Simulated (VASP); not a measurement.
# TaRu: density of states with LDA+U

Slab: TaRu, a slab with vacuum.

```
Ta Ru
1.0
     3.18700    0.00000    0.00000
     0.00000    3.18700    0.00000
     0.00000    0.00000   26.15450
Ta Ru
4 4
Direct
  0.50000 0.50000 0.28676
  0.50000 0.50000 0.40861
  0.50000 0.50000 0.53046
  0.50000 0.50000 0.65232
  0.00000 0.00000 0.34768
  0.00000 0.00000 0.46954
  0.00000 0.00000 0.59139
  0.00000 0.00000 0.71324
```

- Program: VASP 6.6.1
- Task: density of states
- Functional: LDA
- Potentials or basis: VASP PAW LDA potentials, release 64 (Ta_pv, Ru_pv)
- Cutoff: 520 eV
- k mesh: 6 × 6 × 1
- Occupations: fermi-dirac, width 0.05 eV
- Spin: no spin polarisation
- Hubbard terms: Ru d U = 5 eV, Ta d U = 5 eV
- Dipole correction: yes
- k mesh for the DOS: 9 × 9 × 1
- Occupations for the DOS: tetrahedron
- Further INCAR settings: ALGO = Normal; EDIFF = 1e-06

The valence electrons inside the program's atomic spheres are Ta 8.54, 8.58, 8.57; Ru 12.78, 12.75, 12.82, 12.62.

Levels at points of the mesh, in eV from the Fermi level:
```
           k point  band 47  band 48  band 49  band 50  band 51  band 52  band 53  band 54
(0.00, 0.00, 0.00)    -2.08    -1.86    -1.31    -0.84    -0.33    -0.20     0.18     0.34
```

States per cell in windows of 0.5 eV (zero at the Fermi level; states under -8 eV left out):
```csv
from (eV),total,Ru7_d,Ru6_d,Ru5_d,Ru8_d,Ta3_d,Ta2_d
-8.0,0.36,0.00,0.00,0.00,0.00,0.00,0.00
-7.5,0.43,0.01,0.01,0.00,0.00,0.00,0.00
-7.0,1.07,0.06,0.09,0.03,0.01,0.02,0.02
-6.5,2.02,0.25,0.24,0.10,0.04,0.05,0.04
-6.0,2.38,0.30,0.22,0.22,0.06,0.07,0.08
-5.5,2.95,0.41,0.37,0.36,0.03,0.18,0.17
-5.0,5.32,0.92,0.87,0.63,0.04,0.29,0.29
-4.5,5.99,1.11,1.14,1.09,0.09,0.25,0.29
-4.0,6.00,0.99,0.78,0.97,0.59,0.22,0.22
-3.5,7.57,0.97,1.21,1.17,1.18,0.23,0.21
-3.0,5.02,0.48,0.59,0.81,0.72,0.16,0.16
-2.5,3.93,0.25,0.17,0.21,1.53,0.09,0.10
-2.0,2.88,0.13,0.11,0.13,1.09,0.07,0.08
-1.5,1.38,0.06,0.05,0.05,0.36,0.05,0.07
-1.0,1.57,0.08,0.07,0.07,0.22,0.09,0.08
-0.5,3.94,0.33,0.26,0.36,0.30,0.26,0.18
0.0,7.37,0.84,0.91,0.62,0.67,0.70,0.62
0.5,6.32,0.57,0.50,0.58,0.56,0.66,0.70
1.0,5.54,0.35,0.48,0.53,0.28,0.56,0.62
1.5,0.75,0.03,0.02,0.03,0.10,0.06,0.04
2.0,0.21,0.01,0.00,0.00,0.05,0.01,0.01
2.5,0.00,0.00,0.00,0.00,0.00,0.00,0.00
3.0,0.00,0.00,0.00,0.00,0.00,0.00,0.00
3.5,0.00,0.00,0.00,0.00,0.00,0.00,0.00
```

Eigenvalues of the final occupation matrices:
| site | spin | trace | eigenvalues |
| --- | --- | --- | --- |
| site 1 d | 1 | 1.02 | 0.17 0.19 0.20 0.20 0.25 |
| site 1 d | 2 | 1.02 | 0.17 0.19 0.20 0.20 0.25 |
| site 2 d | 1 | 1.01 | 0.18 0.20 0.21 0.21 0.21 |
| site 2 d | 2 | 1.01 | 0.18 0.20 0.21 0.21 0.21 |
| site 3 d | 1 | 1.02 | 0.20 0.20 0.20 0.21 0.21 |
| site 3 d | 2 | 1.02 | 0.20 0.20 0.20 0.21 0.21 |
| site 4 d | 1 | 0.99 | 0.16 0.17 0.21 0.22 0.22 |
| site 4 d | 2 | 0.99 | 0.16 0.17 0.21 0.22 0.22 |
| site 5 d | 1 | 3.10 | 0.44 0.54 0.70 0.71 0.71 |
| site 5 d | 2 | 3.10 | 0.44 0.54 0.70 0.71 0.71 |
| site 6 d | 1 | 3.12 | 0.46 0.52 0.71 0.71 0.72 |
| site 6 d | 2 | 3.12 | 0.46 0.52 0.71 0.71 0.72 |

Run time: 9.7 min on 1 thread of Intel(R) Xeon(R) Platinum 8259CL CPU @ 2.50GHz (Skylake/Cascade Lake), with other jobs on the host, peak memory 0.34 GiB.

Caveat: U without spin polarisation on a metal has little footing; the U is typed as a test and isn't derived for this compound. The run has no spin-orbit coupling, so splittings on Ta are missing.
